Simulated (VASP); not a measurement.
Method: PBE GGA, VASP's PBE PAW potentials (set 64) (plane waves; VASP 6.6.1).

Input for VASP

### INCAR
```
! general
SYSTEM   =  TeO2
PREC     =  Accurate
ENCUT    =  400
LREAL    =  F
LASPH    =  T

! electronic loop
EDIFF    =  1E-6
NELM     =  100
ALGO     =  Normal
LMAXMIX  =  4

! smearing
ISMEAR   =  0
SIGMA    =  0.2

! functional
GGA      =  PE

! ions
ISIF     =  2

! output
LWAVE    =  F
LCHARG   =  F
```

**POSCAR**
```
TeO2
1.0
 -2.0955030000   2.0955030000   5.2672690000
  2.0955030000  -2.0955030000   5.2672690000
  2.0955030000   2.0955030000  -5.2672690000
Te O
2 4
Cart
  0.0000000000   0.0000000000   5.2672690000
  2.0955030000   0.0000000000   2.6336345000
 -0.0000000000   0.0000000000   3.0750316422
  2.0955030000   0.0000000000   0.4413971422
  2.0955030000   0.0000000000   4.8258718578
  0.0000000000  -0.0000000000   7.4595063578
```

File KPOINTS:
```
Automatic mesh
0
Gamma
5 5 5
0 0 0
```

POTCAR, in this order: Te O (PBE.64 set). Program: vasp_std.

At this cut-off the stress carries a Pulay error, which pulls relaxed volumes low.

Estimate the energy per atom (σ→0), pressure, largest force.

energy per atom (σ→0): -5.106 eV/atom
pressure: 57.4 kbar
largest force: 0.205 eV/Å

**OSZICAR**
```
...
DAV:   9    -0.306390946039E+02    0.63526E-01   -0.22674E-01   978   0.427E+00    0.646E+00
DAV:  10    -0.306382568177E+02    0.83779E-03   -0.16626E-02  1024   0.837E-01    0.524E+00
DAV:  11    -0.306383315211E+02   -0.74703E-04   -0.71433E-04  1036   0.205E-01    0.285E+00
DAV:  12    -0.306383087680E+02    0.22753E-04   -0.50435E-04  1098   0.133E-01    0.209E-01
DAV:  13    -0.306383029764E+02    0.57916E-05   -0.35662E-05   978   0.410E-02    0.111E-01
DAV:  14    -0.306382972207E+02    0.57557E-05   -0.18505E-05  1118   0.269E-02    0.603E-02
DAV:  15    -0.306382973156E+02   -0.94834E-07   -0.90317E-07   660   0.708E-03
   1 F= -.30638297E+02 E0= -.30638297E+02  d E =-.728624E-06
```

The structure was generated: TeO2 was put into an ordered model structure, which need not be its known phase. The cell was not relaxed at this level. The k-mesh is coarse (spacing up to 0.42 per Å, 2π included), so the numbers may not be converged in it.
